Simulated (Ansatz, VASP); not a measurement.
## Cross-check of ZnO (zincite) between VASP and Ansatz

One calculation is typed for both programs; each brings its own data sets. How far apart do they land? The cell is taken from a series of runs on this material, whose earlier steps may have relaxed, scaled, displaced or heated it; both programs get it as it stands.

Program: Ansatz 0.2.0. Level of theory: plane waves, with VASP 6.6.1 beside it; relaxation of cell and atoms at PBE. Results are calculated unless marked as measured.

## (1) The starting structure

It takes space group P6_3mc (No. 186, hexagonal). The conventional cell has a = 3.276 Å, b = 3.276 Å, c = 5.286 Å, α = 90.00°, β = 90.00°, γ = 120.00°. Nearest to Zn lie 4 O at 2.00 Å. O has 4 Zn at 2.00 Å nearest. Farther neighbours and most contacts between anions are not listed.

Coordinates:

```cif
data_structure
_symmetry_space_group_name_H-M 'P 1'
_symmetry_Int_Tables_number 1
_cell_length_a 3.2759
_cell_length_b 3.2759
_cell_length_c 5.2856
_cell_angle_alpha 90.000
_cell_angle_beta 90.000
_cell_angle_gamma 120.000
_cell_volume 49.12
loop_
_atom_site_label
_atom_site_type_symbol
_atom_site_fract_x
_atom_site_fract_y
_atom_site_fract_z
_atom_site_occupancy
Zn1 Zn 0.33333 0.66667 0.49991 1
Zn2 Zn 0.66667 0.33333 0.99991 1
O3 O 0.66667 0.33333 0.37910 1
O4 O 0.33333 0.66667 0.87910 1
```

## (2) VASP: relaxation of cell and atoms, PBE

The relaxed volume is the usual yardstick between codes: in a stiff, nearly cubic crystal its relative difference is about their pressure difference at one cell divided by the bulk modulus.

Lines of VASP's logs that name or quote its potential files are left out, and so is its time.

INCAR reads:

```
SYSTEM = ZnO
PREC = Accurate
ENCUT = 600
EDIFF = 1E-07
NELM = 120
ISMEAR = 0
SIGMA = 0.01
LREAL = .FALSE.
ALGO = Normal
GGA = PE
NBANDS = 24
LORBIT = 11
LWAVE = .FALSE.
LCHARG = .FALSE.
ISIF = 3
IBRION = 2
NSW = 80
EDIFFG = -0.005
LASPH = .TRUE.
GGA_COMPAT = .FALSE.
NELMIN = 4
EFERMI = MIDGAP
```

POSCAR reads:

```
ZnO
1.0
    3.2758900000      0.0000000000      0.0000000000
   -1.6379450000      2.8370040000      0.0000000000
    0.0000000000      0.0000000000      5.2855570000
Zn O
2 2
Direct
    0.3333333334      0.6666666668      0.4999052607
    0.6666666668      0.3333333334      0.9999052607
    0.6666666668      0.3333333334      0.3791048417
    0.3333333334      0.6666666668      0.8791048417
```

KPOINTS reads:

```
Automatic mesh
0
Gamma
9 9 6
0 0 0
```

The projector-augmented-wave data sets are Zn and O (PBE family, release 64).

Run with:

```sh
> mpirun -np 1 vasp_std
```

Numbers of over 12 decimals in the logs are rounded to 6 here.

The log of the run:

```text
[banner, memory and clock lines left out]
running    1 mpi-ranks, on    1 nodes
 distrk:  each k-point on    1 cores,    1 groups
 distr:  one band on    1 cores,    1 groups

 POSCAR found type information on POSCAR ZnO
 POSCAR found :  2 types and       4 ions
 LDA part: xc-table for (Slater+PW92), standard interpolation
 POSCAR, INCAR and KPOINTS ok, starting setup
 FFT: planning ... GRIDC
 FFT: planning ... GRID_SOFT
 FFT: planning ... GRID
 WAVECAR not read
 entering main loop
       N       E                     dE             d eps       ncg     rms          rms(c)
DAV:   1     0.300643601114E+03    0.30064E+03   -0.20155E+04  2328   0.238E+03
DAV:   2     0.958813411664E+01   -0.29106E+03   -0.27544E+03  2544   0.449E+02
DAV:   3    -0.205971401735E+02   -0.30185E+02   -0.29936E+02  2640   0.147E+02
DAV:   4    -0.211014845131E+02   -0.50434E+00   -0.50408E+00  2656   0.202E+01
DAV:   5    -0.211045843007E+02   -0.30998E-02   -0.30997E-02  2624   0.151E+00    0.141E+01
DAV:   6    -0.177250920466E+02    0.33795E+01   -0.92096E+00  3960   0.679E+01    0.858E+00
DAV:   7    -0.178988495632E+02   -0.17376E+00   -0.27268E+00  2464   0.184E+01    0.513E+00
DAV:   8    -0.179135706129E+02   -0.14721E-01   -0.63616E-01  3400   0.795E+00    0.167E+00
DAV:   9    -0.178600192631E+02    0.53551E-01   -0.13148E-01  3504   0.683E+00    0.316E-01
DAV:  10    -0.178630100388E+02   -0.29908E-02   -0.44180E-02  2352   0.147E+00    0.142E-01
DAV:  11    -0.178630249996E+02   -0.14961E-04   -0.83936E-04  2576   0.249E-01    0.281E-02
DAV:  12    -0.178630666989E+02   -0.41699E-04   -0.52917E-05  2792   0.142E-01    0.238E-02
DAV:  13    -0.178630740685E+02   -0.73696E-05   -0.16269E-05  2712   0.748E-02    0.202E-02
DAV:  14    -0.178630676733E+02    0.63952E-05   -0.14053E-05  3392   0.495E-02    0.301E-03
DAV:  15    -0.178630675770E+02    0.96318E-07   -0.29021E-06  2456   0.140E-02    0.122E-03
DAV:  16    -0.178630674597E+02    0.11721E-06   -0.33886E-08  1736   0.275E-03    0.388E-04
DAV:  17    -0.178630674273E+02    0.32413E-07   -0.57178E-08  1264   0.188E-03
   1 F= -.17863067E+02 E0= -.17863067E+02  d E =-.178631E+02
 curvature:   0.00 expect dE= 0.000E+00 dE for cont linesearch  0.000E+00
 trial: gam= 0.00000 g(F)=  0.631E-06 g(S)=  0.512E-02 ort = 0.000E+00 (trialstep = 0.100E+01)
 search vector abs. value=  0.512E-02
 bond charge predicted
       N       E                     dE             d eps       ncg     rms          rms(c)
DAV:   1    -0.179366929778E+02   -0.73626E-01   -0.10196E+00  2728   0.193E+01    0.196E+00
DAV:   2    -0.178722960955E+02    0.64397E-01   -0.21879E-01  2888   0.955E+00    0.707E-01
DAV:   3    -0.178666013383E+02    0.56948E-02   -0.40195E-03  3112   0.196E+00    0.400E-01
DAV:   4    -0.178643483185E+02    0.22530E-02   -0.18087E-03  3456   0.762E-01    0.332E-02
DAV:   5    -0.178643848924E+02   -0.36574E-04   -0.59009E-04  2392   0.200E-01    0.149E-02
DAV:   6    -0.178643862961E+02   -0.14037E-05   -0.11896E-05  3144   0.706E-02    0.501E-03
DAV:   7    -0.178643883204E+02   -0.20243E-05   -0.26489E-06  2504   0.170E-02    0.211E-03
DAV:   8    -0.178643884974E+02   -0.17700E-06   -0.27674E-07  2216   0.588E-03    0.498E-04
DAV:   9    -0.178643884932E+02    0.41973E-08   -0.34049E-08  1272   0.185E-03
   2 F= -.17864388E+02 E0= -.17864388E+02  d E =-.132107E-02
 trial-energy change:   -0.001321  1 .order   -0.001391   -0.005119    0.002338
 step:   0.6742(harm=  0.6865)  dis= 0.00006  next Energy=   -17.864772 (dE=-0.170E-02)
 bond charge predicted
       N       E                     dE             d eps       ncg     rms          rms(c)
DAV:   1    -0.178725084636E+02   -0.81200E-02   -0.10777E-01  2728   0.621E+00    0.643E-01
DAV:   2    -0.178655815758E+02    0.69269E-02   -0.24276E-02  2816   0.326E+00    0.227E-01
DAV:   3    -0.178649949443E+02    0.58663E-03   -0.40429E-04  3088   0.557E-01    0.127E-01
DAV:   4    -0.178647634485E+02    0.23150E-03   -0.22227E-04  3488   0.248E-01    0.112E-02
DAV:   5    -0.178647672587E+02   -0.38102E-05   -0.62280E-05  2416   0.683E-02    0.491E-03
DAV:   6    -0.178647670285E+02    0.23017E-06   -0.14777E-06  2776   0.301E-02    0.203E-03
DAV:   7    -0.178647666284E+02    0.40015E-06   -0.61976E-07  2488   0.687E-03    0.144E-03
DAV:   8    -0.178647666688E+02   -0.40463E-07   -0.13377E-07  1208   0.399E-03
   3 F= -.17864767E+02 E0= -.17864767E+02  d E =-.169924E-02
 curvature:  -0.34 expect dE=-0.197E-06 dE for cont linesearch -0.633E-08
 trial: gam= 0.00201 g(F)=  0.152E-06 g(S)=  0.423E-06 ort =-0.972E-05 (trialstep = 0.935E+00)
 search vector abs. value=  0.556E-06
 reached required accuracy - stopping structural energy minimisation
```

From OUTCAR (step 2):

```text
ion  position               nearest neighbor table
   1  0.333  0.667  0.500-   3 2.00   3 2.00   3 2.00   4 2.00
   2  0.667  0.333  1.000-   4 2.00   4 2.00   4 2.00   3 2.00
   3  0.667  0.333  0.379-   1 2.00   1 2.00   1 2.00   2 2.00
   4  0.333  0.667  0.879-   2 2.00   2 2.00   2 2.00   1 2.00

  LATTYP: Found a hexagonal cell.
 ALAT       =     3.2758900000
 C/A-ratio  =     1.6134720641

 Subroutine GETGRP returns: Found 12 space group operations
 (whereof  6 operations were pure point group operations)

The static configuration has the point symmetry C_3v.
 The point group associated with its full space group is C_6v.

 Found     48 irreducible k-points:

   k-points           NKPTS =     48   k-points in BZ     NKDIM =     48   number of bands    NBANDS=     24

   dimension x,y,z NGX =    28 NGY =   28 NGZ =   42
   dimension x,y,z NGXF=    56 NGYF=   56 NGZF=   84

   ENCUT  =  600.0 eV  44.10 Ry    6.64 a.u.   6.54  6.54 10.56*2*pi/ulx,y,z

   NELECT =      36.0000    total number of electrons

 k-points in reciprocal lattice and weights: Automatic mesh
   0.00000000  0.00000000  0.00000000       0.002
   0.11111111  0.00000000  0.00000000       0.012
   0.22222222  0.00000000  0.00000000       0.012
   0.33333333  0.00000000  0.00000000       0.012
   0.44444444  0.00000000  0.00000000       0.012
   0.11111111  0.11111111  0.00000000       0.012
   0.22222222  0.11111111  0.00000000       0.025
   0.33333333  0.11111111  0.00000000       0.025
   0.44444444  0.11111111  0.00000000       0.012
[...]
0.33333333  0.22222222  0.50000000       0.025
   0.33333333  0.33333333  0.50000000       0.004

 average (electrostatic) potential at core
       1 -36.1136       2 -36.1136       3 -73.3749       4 -73.3749

 E-fermi :   1.2063

 k-point     1 :       0.0000    0.0000    0.0000
  band No.  band energies     occupation
    ...
     14       0.0994      2.00000
     15       0.0994      2.00000
     16       0.7693      2.00000
     17       0.8460      2.00000
     18       0.8460      2.00000
     19       1.5667      0.00000
     20       5.9178      0.00000
     21       8.9026      0.00000
     22      13.5440      0.00000
     23      13.5440      0.00000
    ...

 k-point     2 :       0.1111    0.0000    0.0000
  band No.  band energies     occupation
    ...
     14      -0.3339      2.00000
     15      -0.0559      2.00000
     16       0.1436      2.00000
     17       0.6922      2.00000
     18       0.7628      2.00000
     19       2.4291      0.00000
     20       6.4047      0.00000
     21       8.9064      0.00000
     22      12.3951      0.00000
     23      13.6502      0.00000
    ...

 k-point     3 :       0.2222    0.0000    0.0000
  band No.  band energies     occupation
    ...
     14      -1.3067      2.00000
     15      -0.6572      2.00000
     16      -0.4475      2.00000
     17       0.4533      2.00000
     18       0.5415      2.00000
     19       3.6809      0.00000
     20       7.4282      0.00000
     21       8.9016      0.00000
     22      10.7178      0.00000
     23      12.4934      0.00000
    ...

  Total       -0.0031029     -0.0031029      0.0039760      0.0000000      0.0000000     -0.0000000
  in kB       -0.1002805     -0.1002805      0.1285001      0.0000000      0.0000000     -0.0000000
  external PRESSURE =      -0.0240203 kB  Pullay stress =       0.0000000 kB

  energy-cutoff  :      600.00
  volume of cell :       49.57
      direct lattice vectors                 reciprocal lattice vectors
     3.285895823  0.000000000 -0.000000000     0.304331012  0.175705589  0.000000000
    -1.642947911  2.845669297  0.000000000    -0.000000000  0.351411178  0.000000000
     0.000000000  0.000000000  5.301762897     0.000000000 -0.000000000  0.188616507

 POSITION                                       TOTAL-FORCE (eV/Angst)
 -----------------------------------------------------------------------------------
      0.00000      1.89711      2.65044        -0.000000     -0.000000      0.000887
      1.64295      0.94856      5.30132         0.000000      0.000000      0.000887
      1.64295      0.94856      2.00986         0.000000      0.000000     -0.000887
      0.00000      1.89711      4.66075        -0.000000     -0.000000     -0.000887
 -----------------------------------------------------------------------------------
    total drift:                                0.000000      0.000000      0.000732

  FREE ENERGIE OF THE ION-ELECTRON SYSTEM (eV)
  ---------------------------------------------------
  free  energy   TOTEN  =       -17.8647666688 eV

  energy  without entropy=      -17.8647666688  energy(sigma->0) =      -17.86476667

 reached required accuracy - stopping structural energy minimisation

 total charge
# of ion       s       p       d       tot
------------------------------------------
    1        0.447   0.454   9.891  10.791
    2        0.447   0.454   9.891  10.791
    3        1.547   3.438   0.000   4.985
    4        1.547   3.438   0.000   4.985
--------------------------------------------------
tot          3.987   7.783  19.781  31.552

[... 3 further parts left out ...]
```

(Part 1 of 2 ends here.)

[Lines on the potential files, build, host, timing and source positions are cut from VASP's logs without a mark.]

[Logs are printed without paths, hosts, clocks, repeated set-up lines and the standing remarks that a program may print on its own settings, such as how far it seeks lower states.]

[Hosts, paths, dates, database ids (printed as entryN), source tags and the programs' standing remarks are cut or masked in the printed files.]
